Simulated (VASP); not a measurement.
A VASP calculation is set up with these files.

INCAR:
```
! general
SYSTEM    =  CsSnI3
PREC      =  Accurate
ENCUT     =  520
LREAL     =  .FALSE.
LASPH     =  .TRUE.

! electronic loop
EDIFF     =  1E-7
NELM      =  100
ALGO      =  Normal
LMAXMIX   =  4

! smearing
ISMEAR    =  0
SIGMA     =  0.05

! functional
GGA       =  MK
LUSE_VDW  =  .TRUE.
AGGAC     =  0.0
PARAM1    =  0.1234
PARAM2    =  1.0

! ions
ISIF      =  2

! output
LWAVE     =  .FALSE.
LCHARG    =  .FALSE.
```

POSCAR:
```
CsSnI3
1
    6.1292258597     0.0000000000     0.0000000000
    0.0000000000     6.1292258597     0.0000000000
    0.0000000000     0.0000000000     6.1292258597
Cs Sn I
1 1 3
Direct
  0.0000000000   0.0000000000   0.0000000000
  0.5000000000   0.5000000000   0.5000000000
  0.5000000000   0.0000000000   0.5000000000
  0.0000000000   0.5000000000   0.5000000000
  0.5000000000   0.5000000000   0.0000000000
```

File KPOINTS:
```
Automatic mesh
0
Gamma
4 4 4
0 0 0
```

POTCAR, in this order: Cs_sv Sn_d I (PBE.64 set). Program: vasp_std.

### Question
Translate this optB86b-vdW calculation to Quantum ESPRESSO's pw.x.

### Answer
One equivalent input (not run):
```
&CONTROL
  calculation = 'scf'
  pseudo_dir = './pseudo'
  outdir = './out'
  tprnfor = .true.
  tstress = .true.
/
&SYSTEM
  ibrav = 0
  nat = 5
  ntyp = 3
  ecutwfc = 72
  occupations = 'smearing'
  smearing = 'gaussian'
  degauss = 0.003675
  input_dft = 'vdw-df-ob86'
/
&ELECTRONS
  conv_thr = 7.3e-09
  electron_maxstep = 100
/
ATOMIC_SPECIES
  Cs 132.905 Cs.upf
  Sn 118.710 Sn.upf
  I 126.904 I.upf
CELL_PARAMETERS angstrom
     6.1292259    0.0000000    0.0000000
     0.0000000    6.1292259    0.0000000
     0.0000000    0.0000000    6.1292259
ATOMIC_POSITIONS crystal
  Cs   0.0000000  0.0000000  0.0000000
  Sn   0.5000000  0.5000000  0.5000000
  I    0.5000000  0.0000000  0.5000000
  I    0.0000000  0.5000000  0.5000000
  I    0.5000000  0.5000000  0.0000000
K_POINTS automatic
  4 4 4 0 0 0
```
What does not carry over: the potentials are each code's own (VASP's PAW set, PseudoDojo norm-conserving files in pw.x), so ENCUT and ecutwfc are chosen apart and not converted; conv_thr bounds pw.x's estimated SCF error, while EDIFF bounds the energy change between steps.

The compound is CsSnI3 in the cubic perovskite structure, the ideal cubic form; the compound distorts at low or room temperature. This cell is one point of a volume scan, at 0.97 of the reference volume.
